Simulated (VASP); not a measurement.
Write the native input for VASP 6.6.1 that does the following.

```
Task                               : single point
Functional                         : HSE06
Potentials or basis                : VASP PAW PBE potentials, release 64 (N, Ga_d, P)
Cutoff                             : 520 eV
k mesh                             : 4 × 4 × 2
Occupations                        : fermi-dirac, width 0.02 eV
Spin                               : no spin polarisation
Dipole correction                  : no
Exchange at q = 0                  : truncated
Grid for exact exchange (PRECFOCK) : Normal
Screening parameter                : 0.2079 1/A
Further INCAR settings             : ALGO = Normal; EDIFF = 1e-06; NBANDS = 26
```

Crystal: Ga2PN.

```
N Ga P
1.0
     3.53091    0.00000    0.00000
     0.00000    3.53091    0.00000
     0.00000    0.00000    4.95713
N Ga P
1 2 1
Cartesian
  0.0000 0.0000 0.0000
  0.0000 1.7655 3.9299
  1.7655 0.0000 1.0272
  1.7655 1.7655 2.4786
```

The cell was built by a generator and needn't be a form met in nature.

One way to write it, as run:

POSCAR

```
Ga2PN
1.0
    3.5309103080      0.0000000000      0.0000000000
    0.0000000000      3.5309103080      0.0000000000
    0.0000000000      0.0000000000      4.9571255115
N Ga P
1 2 1
Direct
    0.0000000000      0.0000000000      0.0000000000
    0.0000000000      0.5000000000      0.7927838360
    0.5000000000      0.0000000000      0.2072161640
    0.5000000000      0.5000000000      0.5000000000
```

INCAR.step1

```
  PREC = Accurate
  ENCUT = 520
  EDIFF = 1E-5
  ISMEAR = -1
  SIGMA = 0.02
  LREAL = F
  LASPH = T
  NELM = 100
  ALGO = Normal
  ISIF = 2
  LWAVE = T
  LCHARG = F
  GGA = PE
  NBANDS = 26
```

INCAR.step2

```
  PREC = Accurate
  ENCUT = 520
  EDIFF = 1E-6
  ISMEAR = -1
  SIGMA = 0.02
  LREAL = F
  LASPH = T
  NELM = 100
  ALGO = Normal
  ISIF = 2
  LWAVE = F
  LCHARG = F
  GGA = PE
  LHFCALC = T
  HFSCREEN = 0.2079
  PRECFOCK = Normal
  ISTART = 1
  NBANDS = 26
```

KPOINTS

```
Automatic mesh
0
Gamma
  4 4 2
```

Potentials or basis: VASP PAW PBE potentials, release 64 (N, Ga_d, P).

Command:

```bash
$ cat potpaw_PBE.64/N/POTCAR potpaw_PBE.64/Ga_d/POTCAR potpaw_PBE.64/P/POTCAR > POTCAR
$ cp INCAR.step1 INCAR
$ mpirun -np 1 vasp_std > vasp.out
$ cp INCAR.step2 INCAR
$ mpirun -np 1 vasp_std > vasp.out
```

Results of the run:

```json
{"Pressure": "0.3 GPa", "Largest force": "0.021 eV/Å", "Band gap on the k mesh": "0.34 eV, direct"}
```

Caveat: the k mesh is coarse (spacing up to 0.63 Å⁻¹), so the values aren't converged, least of all with exact exchange; the PAW data sets were made with another functional, which shifts forces and pressure a little.

It took 11 min on 1 thread of Intel(R) Xeon(R) Platinum 8488C (Sapphire Rapids), with other jobs on the host, peak memory 0.29 GiB.
